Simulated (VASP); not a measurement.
Input:

```
CELL_PARAMETERS angstrom
      0.00000     3.19382     3.19382
      3.19382     0.00000     3.19382
      3.19382     3.19382     0.00000
ATOMIC_POSITIONS crystal
  Na 0.00000 0.00000 0.00000
  I  0.50000 0.50000 0.50000
```

Method: r2SCAN+rVV10, VASP's PBE PAW potentials (set 64) (plane waves; VASP 6.6.1). Run with 520 eV cut-off, 8×8×8 Γ-centred mesh, tetrahedra with Blöchl corrections, potentials Na_pv I.

Unless said otherwise, spin-orbit coupling is left out, though it shifts the bands of the heavy elements here.

Problem. Give the energies of bands 5 to 10 at the high-symmetry points, in eV from the valence-band maximum.

Solution. 
```
band     Γ      X      U      L      W
----  ----  -----  -----  -----  -----
5     0.00  -2.09  -1.80  -2.35  -1.55
6     0.00  -0.82  -1.46  -0.33  -1.55
7     0.00  -0.82  -0.67  -0.33  -1.01
8     4.49   5.20   5.86   5.63   6.62
9     8.42   5.88   7.26   8.05   8.04
10    8.42  10.93   9.47   8.05   8.04
```

The gap is direct, 4.49 eV, from the valence maximum at Γ to the conduction minimum at Γ.

Measured: gap 5.90 eV (computed value off by -1.41 eV), as given by Abedi et al., (2022), arXiv:2211.14644.

The compound is NaI in the rock salt structure. It was relaxed first.
